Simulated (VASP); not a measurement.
Method: optB86b-vdW, VASP's PBE PAW potentials (set 64) (plane waves; VASP 6.6.1).

The input files of a VASP run:

### POSCAR
```
Ni
1.0
  0.0000000000   1.7433493497   1.7433493497
  1.7433493497   0.0000000000   1.7433493497
  1.7433493497   1.7433493497   0.0000000000
Ni
1
direct
  0.0000000000   0.0000000000   0.0000000000
```

### KPOINTS
```
Automatic mesh
0
Gamma
18 18 18
0 0 0
```

### INCAR
```
SYSTEM  =  Ni
PREC  =  Accurate; ENCUT  =  520; LREAL  =  .False.
LASPH  =  .True.
EDIFF  =  1E-7; NELM  =  100; ALGO  =  Normal
LMAXMIX  =  4
ISMEAR  =  1; SIGMA  =  0.1
GGA  =  MK; LUSE_VDW  =  .True.; AGGAC  =  0.0
PARAM1  =  0.1234; PARAM2  =  1.0
ISPIN  =  2; MAGMOM  =  0.6
ISIF  =  2
LWAVE  =  .False.; LCHARG  =  .False.; LORBIT  =  10
```

POTCAR, in this order: Ni (PBE.64 set). Program: vasp_std.

What will the output report for the number of irreducible k-points (NKPTS), largest plane-wave count, number of space-group operations, FFT grid (NGX, NGY, NGZ)?

```json
{
 "number of irreducible k-points (NKPTS)": "195",
 "largest_plane_wave_count": "302",
 "number_of_space_group_operations": "48",
 "FFT grid (NGX, NGY, NGZ)": "18 × 18 × 18"
}
```

The compound is Ni in the fcc structure. It was relaxed first.
